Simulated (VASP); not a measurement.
These are PBE GGA, VASP's PBE PAW potentials (set 64) (plane waves; VASP 6.6.1) values and carry that method's errors.

Input for VASP

**POSCAR**
```
O47Si23
1.0
  5.0055664148  -8.6698955938   0.0000000000
  5.0055664148   8.6698955938   0.0000000000
  0.0000000000   0.0000000000  10.9866506686
Si O
23 47
Cartesian
  6.1847760069  -6.6169579971   1.8708396765
  2.6139162624   0.0552926025  10.9699864267
  6.1352433453   6.6424913859   3.7113460620
  6.1738963297  -6.6141126753   7.3142738852
  2.6436620610   0.0072908828   5.5163467764
  6.1886913239   6.5908500527   9.1436337873
  8.5543458881  -2.2848017748   1.8562728895
  5.1311685060   4.3392166576   0.0270761963
  3.7045271031   2.2788485884   3.6671438988
  8.6835168319  -2.2484528700   7.2823243458
  5.1257017897   4.3309414035   5.5047357379
  3.7010624257   2.2993273959   9.1322557724
  3.4525520170  -2.4068744597   1.5510927771
  5.2084674058  -4.3717177102  10.9574586181
  3.6980263175  -6.3906323355   3.7182862841
  3.7106893894  -2.3072239473   7.3089392983
  5.1846533665  -4.2604333562   5.4592830500
  8.6819571475   2.2718900010   9.1648113091
  6.2088249849   2.0397305826   1.8490406806
  7.6516767884  -0.0239393400   0.0221763665
  6.2224293205   2.0417728510   7.3170324091
  7.5679135900  -0.0169092008   5.3986656002
  6.2062389781  -2.0432346821   9.1372634240
  1.6884737031   0.6672770882   1.1566406292
  3.5769680788   1.1343807667   4.8175063384
  2.3751662606  -2.5181253514   2.6733285648
  3.6226827165  -1.0784265437   0.7138665275
  1.7025930300  -0.6575222392   4.3529128000
  2.2522118833   2.5186107433   2.9831129089
  1.6887199455   0.6543090892   6.6645192546
  3.5925866143   1.1332081373  10.2853211071
  2.2525749746  -2.5349700308   8.0161162498
  3.5762468272  -1.1250976953   6.1965995736
  1.7071264814  -0.7134736654   9.8788925640
  2.2398652398   2.5304533083   8.4694569661
  4.2411288133   5.0385656611   1.1547037014
  6.0759497251   5.4609797671   4.8141061073
  4.7373591933   1.7967825662   2.5049234694
  6.0955275471   3.2185538626   0.7099377133
  4.2137969105   3.6538027781   4.3486402783
  4.7672446052   6.8713811916   2.9160912415
  4.1976306910   5.0142748045   6.6440561145
  6.1341193389   5.4372834400  10.3059447720
  4.7586429193   1.7969213704   8.0114328306
  6.0847164997   3.2178149829   6.1934089635
  4.1884109747   3.6697805382   9.8545808903
  4.7450811420   6.8633894614   8.4643559520
  4.2507657480  -3.6949489781   1.1672900546
  6.0973894461  -3.1182547302   4.8591761049
  4.7364698553  -6.8719096339   2.5292588083
  6.1157471126  -5.4979954078   0.6795358348
  4.1877393844  -4.9878683764   4.3513955633
  4.1597907928  -3.7144994886   6.6666479610
  6.0797777631  -3.2106234476  10.2769977194
  4.7566055316  -6.8895865393   8.0619961514
  6.0358813073  -5.5034818374   6.1679791278
  4.1753491484  -5.0090027285   9.8799593294
  4.7443319493  -1.7948186424   8.4725348762
  6.6746326660   0.6834849465   1.1083993701
  8.6322833635   1.1511156350   4.8728922362
  7.0801372268  -2.5900598444   2.3082770017
  8.6539703624  -1.1027479642   0.6768872170
  6.6269514919  -0.4573548751   4.2062166287
  7.2655796371   2.5383374842   2.9767584751
  6.7486934944   0.6632970694   6.6874429133
  8.5788216372   1.1217371103  10.3028468738
  7.2661738799  -2.5418572311   8.0246475510
  8.5808483415  -1.1026695398   6.1583498108
  6.6894957919  -0.6771325478   9.8586141766
  7.2405979528   2.5779689233   8.4850362257
```

### KPOINTS
```
kpoints
0
G
  1 1 1
```

**INCAR**
```
SYSTEM = O47Si23
PREC = Normal
ENCUT = 400
EDIFF = 1E-5
NELM = 100
ALGO = Fast
LREAL = Auto
LASPH = .TRUE.
ISMEAR = 0
SIGMA = 0.05
GGA = PE
LWAVE = .FALSE.
LCHARG = .FALSE.
NELMIN = 4
ISYM = 0
NELECT = 375.0
ISPIN = 2
NUPDOWN = 1
MAGMOM = 70*0.0143
LORBIT = 10
IBRION = 2
ISIF = 2
NSW = 120
EDIFFG = -0.03
```

POTCAR, in this order: Si O (PBE.64 set). Program: vasp_gam.

**Question.** What will the output report for the number of irreducible k-points (NKPTS), largest plane-wave count, FFT grid (NGX, NGY, NGZ)?

**Answer.** 
```json
{
  "number of irreducible k-points (NKPTS)": "1",
  "largest_plane_wave_count": "8688",
  "FFT grid (NGX, NGY, NGZ)": "50 × 50 × 54"
}
```

The cell is a supercell with a defect, built from SiO2 (quartz): vac_Si-vac_O, charge -1.
